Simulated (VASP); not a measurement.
Output of a VASP run:

### OSZICAR
```
       N       E                     dE             d eps       ncg     rms          rms(c)
DAV:   1     0.505212604467E+02    0.50521E+02   -0.44760E+03  5736   0.391E+02
DAV:   2    -0.135908720326E+02   -0.64112E+02   -0.61531E+02  7187   0.134E+02
DAV:   3    -0.149713125601E+02   -0.13804E+01   -0.13755E+01  7093   0.175E+01
DAV:   4    -0.149731998820E+02   -0.18873E-02   -0.18872E-02  6741   0.698E-01
DAV:   5    -0.149732020168E+02   -0.21347E-05   -0.21346E-05  6857   0.224E-02    0.389E+00
DAV:   6    -0.118723189388E+02    0.31009E+01   -0.24606E-01  6134   0.234E+00    0.189E+00
DAV:   7    -0.130338924808E+02   -0.11616E+01   -0.23048E+00  5966   0.535E+00    0.293E+00
DAV:   8    -0.120054474153E+02    0.10284E+01   -0.34731E-01  5821   0.216E+00    0.144E+00
DAV:   9    -0.117447408848E+02    0.26071E+00   -0.28395E-01  5701   0.246E+00    0.997E-01
DAV:  10    -0.118976228946E+02   -0.15288E+00   -0.10384E-01  5648   0.187E+00    0.869E-02
DAV:  11    -0.119004739123E+02   -0.28510E-02   -0.31888E-03  6745   0.307E-01    0.759E-02
DAV:  12    -0.119028995171E+02   -0.24256E-02   -0.12799E-03  6090   0.205E-01    0.708E-02
DAV:  13    -0.119030470105E+02   -0.14749E-03   -0.72004E-05  6699   0.440E-02    0.476E-02
DAV:  14    -0.119030205142E+02    0.26496E-04   -0.29304E-05  6623   0.283E-02    0.287E-02
DAV:  15    -0.119030299587E+02   -0.94445E-05   -0.95365E-06  6811   0.139E-02    0.154E-02
DAV:  16    -0.119030268441E+02    0.31147E-05   -0.58300E-06  6124   0.111E-02    0.304E-03
DAV:  17    -0.119030308557E+02   -0.40116E-05   -0.12843E-06  6067   0.544E-03    0.219E-04
DAV:  18    -0.119030312436E+02   -0.38794E-06   -0.31346E-08  6454   0.942E-04    0.912E-05
DAV:  19    -0.119030315220E+02   -0.27839E-06   -0.10894E-09  4535   0.203E-04    0.176E-05
DAV:  20    -0.119030315462E+02   -0.24227E-07   -0.12434E-09  3404   0.209E-04
   1 F= -.11903032E+02 E0= -.11903032E+02  d E =-.518706E-17
 imaginary and real dielectric function
```

File OUTCAR:
```
------------------------ aborting loop because EDIFF is reached ----------------------------------------
  FORCE on cell =-STRESS in cart. coord.  units (eV):
  Direction    XX          YY          ZZ          XY          YZ          ZX
  --------------------------------------------------------------------------------------
  Total       -0.0044038     -0.0044038     -0.0044038      0.0000000      0.0000000      0.0000000
  in kB       -0.4478779     -0.4478779     -0.4478779      0.0000000      0.0000000      0.0000000
  external PRESSURE =      -0.4478779 kB  Pullay stress =       0.0000000 kB
  volume of cell :       15.75
      direct lattice vectors                 reciprocal lattice vectors
     0.000000000  1.989674812  1.989674812    -0.251297346  0.251297346  0.251297346
     1.989674812  0.000000000  1.989674812     0.251297346 -0.251297346  0.251297346
     1.989674812  1.989674812  0.000000000     0.251297346  0.251297346 -0.251297346
  FREE ENERGIE OF THE ION-ELECTRON SYSTEM (eV)
  ---------------------------------------------------
  free  energy   TOTEN  =       -11.9030315462 eV

  energy  without entropy=      -11.9030315462  energy(sigma->0) =      -11.90303155

 plasma frequency squared (from intraband transitions) (eV^2)
  --------------------------------------------------------------------------------------
       0.000       0.000       0.000
       0.000       0.000       0.000
       0.000       0.000       0.000

 plasma frequency squared (from interband transitions, int dw w eps(2)(w)) (eV^2)
  --------------------------------------------------------------------------------------
     618.626       0.000      -0.000      -0.000       0.000       0.000
      -0.000       0.000     618.626       0.000      -0.000       0.000
       0.000      -0.000      -0.000      -0.000     618.626       0.000
```
(Selected blocks of OUTCAR.)

### POSCAR
```
LiF
1
    0.0000000000     1.9896748120     1.9896748120
    1.9896748120     0.0000000000     1.9896748120
    1.9896748120     1.9896748120     0.0000000000
Li F
1 1
Direct
  0.0000000000   0.0000000000   0.0000000000
  0.5000000000   0.5000000000   0.5000000000
```

### Question
Reconstruct the remaining input files.

### Answer
This is not unique; one that fits is the input of the run itself, r2SCAN meta-GGA, plane waves, VASP's PBE PAW potentials (set 64).

INCAR:
```
SYSTEM = LiF
PREC = Accurate
ENCUT = 520
EDIFF = 1E-7
NELM = 100
ALGO = Normal
LREAL = .FALSE.
LASPH = .TRUE.
ISMEAR = 0
SIGMA = 0.01
METAGGA = R2SCAN
LMIXTAU = .TRUE.
LWAVE = .FALSE.
LCHARG = .FALSE.
LOPTICS = .TRUE.
LPEAD = .TRUE.
NBANDS = 27
NEDOS = 1001
CSHIFT = 0.1
```

**KPOINTS**
```
Automatic mesh
0
Gamma
14 14 14
0 0 0
```

POTCAR, in this order: Li_sv F (PBE.64 set). Program: vasp_std.

The compound is LiF in the rock salt structure. It was relaxed first.
